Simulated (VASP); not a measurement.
# The (1 0 0) face of Be (space group 229): relaxation and electronic structure, part 3 of 3

Aim: model the (1 0 0) face of Be (space group 229) by a slab and find how far its highest filled level lies below the vacuum.

VASP 6.6.1; PBEsol; plane waves and PAW (Be).

So far. Step 2 (Relaxing the slab): The run ended after 7 ionic steps, 0.028 eV below its first step, once the forces on the free atoms met EDIFFG = -0.03. Step 3 (Vacuum level and density of states): The vacuum level lies 3.30 eV above the Fermi level at the upper face; both faces agree, as the slab has next to no dipole.

### 5. Slab, bad settings

This step: PBEsol; plane waves and PAW (Be) (VASP 6.6.1).

As a lesson, the run is repeated with a fault in its input.

Contents of INCAR:

```
SYSTEM = Be
PREC = Normal
ENCUT = 150
EDIFF = 1E-06
NELM = 62
ISMEAR = 0
SIGMA = 0.05
LREAL = .FALSE.
ALGO = Fast
GGA = PS
NBANDS = 16
LORBIT = 11
LWAVE = .FALSE.
LCHARG = .FALSE.
KPAR = 4
IDIPOL = 3
LDIPOL = .TRUE.
DIPOL = 0.5 0.5 0.5
LVHAR = .TRUE.
LVACPOTAV = .TRUE.
```

Contents of POSCAR:

```
Be
1.0
    2.5062419026      0.0000000000      0.0000000000
    0.0000000000      2.5062419026      0.0000000000
    0.0000000000      0.0000000000     21.7718466591
Be
8
Selective dynamics
Direct
    0.0000000000      0.0000000000      0.6960312739  T T T
    0.5000000000      0.5000000000      0.6417468603  T T T
    0.0000000000      0.0000000000      0.5851370181  T T T
    0.5000000000      0.5000000000      0.5287784720  F F F
    0.0000000000      0.0000000000      0.4712215280  F F F
    0.5000000000      0.5000000000      0.4148629819  T T T
    0.0000000000      0.0000000000      0.3582531397  T T T
    0.5000000000      0.5000000000      0.3039687261  T T T
```

Contents of KPOINTS:

```
Automatic mesh
0
Gamma
9 9 1
0 0 0
```

Potentials, in the order of the species: Be (PBE family, release 64).

Command:

```console
$ mpirun -np 4 vasp_std
```

The log of the run:

```text
[banner, memory and clock lines left out]
running    4 mpi-ranks, on    1 nodes
 distrk:  each k-point on    1 cores,    4 groups
 distr:  one band on    1 cores,    1 groups

 POSCAR found type information on POSCAR Be
 POSCAR found :  1 types and       8 ions
 [... a notice as in an earlier step ...]

 LDA part: xc-table for (Slater+PW92), standard interpolation
 POSCAR, INCAR and KPOINTS ok, starting setup
 FFT: planning ... GRIDC
 FFT: planning ... GRID_SOFT
 FFT: planning ... GRID
 WAVECAR not read
 entering main loop
       N       E                     dE             d eps       ncg     rms          rms(c)
DAV:   1    -0.286114410680E+01   -0.28611E+01   -0.31234E+03   568   0.293E+02
DAV:   2    -0.300421838822E+02   -0.27181E+02   -0.24706E+02   712   0.806E+01
DAV:   3    -0.311418948683E+02   -0.10997E+01   -0.10860E+01   624   0.158E+01
DAV:   4    -0.311665079981E+02   -0.24613E-01   -0.24601E-01   744   0.243E+00
DAV:   5    -0.311671903199E+02   -0.68232E-03   -0.68230E-03   712   0.332E-01    0.407E+00
RMM:   6    -0.294640049220E+02    0.17032E+01   -0.16197E+00   554   0.339E+00    0.213E+00
RMM:   7    -0.292258331264E+02    0.23817E+00   -0.34609E-01   574   0.199E+00    0.108E+00
RMM:   8    -0.291652195389E+02    0.60614E-01   -0.10236E-01   612   0.101E+00    0.375E-01
RMM:   9    -0.291592928357E+02    0.59267E-02   -0.15361E-02   624   0.470E-01    0.122E-01
RMM:  10    -0.291595943334E+02   -0.30150E-03   -0.44587E-03   615   0.260E-01    0.621E-02
RMM:  11    -0.291604762561E+02   -0.88192E-03   -0.10052E-03   618   0.118E-01    0.331E-02
RMM:  12    -0.291607121571E+02   -0.23590E-03   -0.75033E-04   601   0.934E-02    0.168E-02
RMM:  13    -0.291608825105E+02   -0.17035E-03   -0.24134E-04   610   0.481E-02    0.863E-03
RMM:  14    -0.291609934398E+02   -0.11093E-03   -0.45938E-05   602   0.225E-02    0.726E-03
RMM:  15    -0.291612619140E+02   -0.26847E-03   -0.68258E-05   618   0.216E-02    0.346E-03
RMM:  16    -0.291612884580E+02   -0.26544E-04   -0.59259E-06   517   0.794E-03    0.234E-03
RMM:  17    -0.291613629822E+02   -0.74524E-04   -0.12115E-05   549   0.839E-03    0.124E-03
RMM:  18    -0.291613638462E+02   -0.86392E-06   -0.88681E-07   455   0.298E-03
 [... a notice as in an earlier step ...]

   1 F= -.29161364E+02 E0= -.29160563E+02  d E =-.160248E-02
```

The job ended after 2 s (4 MPI ranks of AMD EPYC 7R43, shared host; peak memory 0.31 GiB).

From OUTCAR (step 5):

```text
 Found     15 irreducible k-points:

   dimension x,y,z NGX =     8 NGY =    8 NGZ =   70
   dimension x,y,z NGXF=    16 NGYF=   16 NGZF=  140

   ENCUT  =  150.0 eV  11.02 Ry    3.32 a.u.   2.50  2.50 21.74*2*pi/ulx,y,z

   NELECT =      16.0000    total number of electrons

 E-fermi :   1.9206

 k-point     1 :       0.0000    0.0000    0.0000
  band No.  band energies     occupation
    ...
      3      -7.9847      2.00000
      4      -6.2497      2.00000
      5      -4.2384      2.00000
      6      -2.1459      2.00000
      7      -0.0808      2.00000
      8       2.0923      0.00000
      9       4.1202      0.00000
     10       5.2212      0.00000
     11       6.1495      0.00000
     12       6.1495      0.00000
    ...

 k-point     2 :       0.1111    0.0000    0.0000
  band No.  band energies     occupation
    ...
      3      -7.7740      2.00000
      4      -6.0441      2.00000
      5      -4.0369      2.00000
      6      -1.9529      2.00000
      7       0.0866      2.00000
      8       2.2033      0.00000
      9       4.1531      0.00000
     10       4.1837      0.00000
     11       5.3099      0.00000
     12       6.4272      0.00000
    ...

  Total       -4.3011398     -4.3011398     -1.6124793      0.0000000      0.0000000      0.0000000
  in kB      -50.3909910    -50.3909910    -18.8913719      0.0000000      0.0000000      0.0000000
  external PRESSURE =     -39.8911179 kB  Pullay stress =       0.0000000 kB

  energy-cutoff  :      150.00
  volume of cell :      136.75
      direct lattice vectors                 reciprocal lattice vectors
     2.506241903  0.000000000  0.000000000     0.399003783  0.000000000  0.000000000
     0.000000000  2.506241903  0.000000000     0.000000000  0.399003783  0.000000000
     0.000000000  0.000000000 21.771846659     0.000000000  0.000000000  0.045930876

 POSITION                                       TOTAL-FORCE (eV/Angst)
 -----------------------------------------------------------------------------------
      0.00000      0.00000     15.15389        -0.000000      0.000000      0.000835
      1.25312      1.25312     13.97201        -0.000000      0.000000     -0.042037
      0.00000      0.00000     12.73951        -0.000000     -0.000000      0.010236
      1.25312      1.25312     11.51248        -0.000000      0.000000     -0.006345
      0.00000      0.00000     10.25936        -0.000000      0.000000      0.006345
      1.25312      1.25312      9.03233         0.000000      0.000000     -0.010236
      0.00000      0.00000      7.79983        -0.000000     -0.000000      0.042037
      1.25312      1.25312      6.61796        -0.000000      0.000000     -0.000835
 -----------------------------------------------------------------------------------
    total drift:                                0.000000     -0.000000      0.000000

  FREE ENERGIE OF THE ION-ELECTRON SYSTEM (eV)
  ---------------------------------------------------
  free  energy   TOTEN  =       -29.1613638462 eV

  energy  without entropy=      -29.1597613654  energy(sigma->0) =      -29.16056261

 vacuum level on the upper side and lower side of the slab         5.192         5.192

 total charge
# of ion       s       p       d       tot
------------------------------------------
    1        0.370   0.673   0.000   1.043
    2        0.416   0.873   0.000   1.289
    3        0.404   0.858   0.000   1.262
    4        0.402   0.864   0.000   1.266
    5        0.402   0.864   0.000   1.266
    6        0.404   0.858   0.000   1.262
    7        0.416   0.873   0.000   1.289
    8        0.370   0.673   0.000   1.043
--------------------------------------------------
tot          3.184   6.538   0.000   9.722

[... 7 parts as in an earlier step ...]

[... 5 further parts left out ...]
```

The fault in the input: cutoff far too low. The run ended without an error; the comparison shows what it cost.

Against the run that it repeats, NBANDS also differs.

Side by side:

```csv
quantity,this run,the run it repeats,difference
energy at zero smearing (eV),-29.161,-29.740,0.579
free energy (TOTEN) (eV),-29.161,-29.740,0.579
Fermi energy (eV),1.9206,1.8926,0.0280
electronic cycles,18,19,-1
```

The two runs differ clearly in the energy at zero smearing: -29.2 eV against -29.7 eV.

The total energy moves by 72.4 meV an atom.

### 6. Summary of results

```json
{
  "work function of the slab": "3.30 eV"
}
```

**Reading.** The work function is 3.30 eV at both faces. The atom that ends on top (Be) moved inwards by 0.12 Å. The cell in the plane was kept as given and was not relaxed here.

[Lines on the potential files, build, host, timing and source positions are cut from VASP's logs without a mark.]

[Logs are printed without paths, hosts, clocks, repeated set-up lines and the standing remarks that a program may print on its own settings, such as how far it seeks lower states.]

[Hosts, paths, dates, database ids (printed as entryN), source tags and the programs' standing remarks are cut or masked in the printed files.]

[In band tables of VASP the shares of atoms and orbitals are scaled to a sum of 1 inside the atoms' spheres.]

[Runs that stopped without an error message from VASP are left out.]
